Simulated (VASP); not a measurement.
Consider the following.

```xyz
2
Lattice="0.0000 2.9905 2.9905 2.9905 0.0000 2.9905 2.9905 2.9905 0.0000" Properties=species:S:1:pos:R:3 pbc="T T T"
Sn     0.0000     0.0000     0.0000
Te     2.9905     2.9905     2.9905
```

Method: PBEsol GGA, VASP's PBE PAW potentials (set 64) (plane waves; VASP). Numerical set-up: 500 eV cut-off, 8×8×8 Γ-centred mesh, Gaussian smearing of 0.050 eV, potentials Sn_d Te.

Energy and stress use the plane-wave basis of the starting cell.

Question: The ions, cell shape and volume at an external pressure of 20.0 GPa are relaxed. Predict the relaxed structure.

Answer: 
```xyz
2
Lattice="0.0000 2.8969 2.8969 2.8969 0.0000 2.8969 2.8969 2.8969 0.0000" Properties=species:S:1:pos:R:3 pbc="T T T"
Sn     2.8969     2.8969     0.0000
Te     2.8969     2.8969     2.8969
```
Space group Fm-3m (225), at a tolerance of 0.03 Å.

Question: How do energy and volume change from the first to the last step?

Answer: The energy (σ→0) changes by +219.4 meV/atom and the volume by -9.1 %, in 4 ionic steps.

The compound is SnTe in the rock salt structure, which distorts at low temperature. This run relaxes it under an external pressure of 20 GPa. Symmetry was kept, so distortions that lower it aren't found.
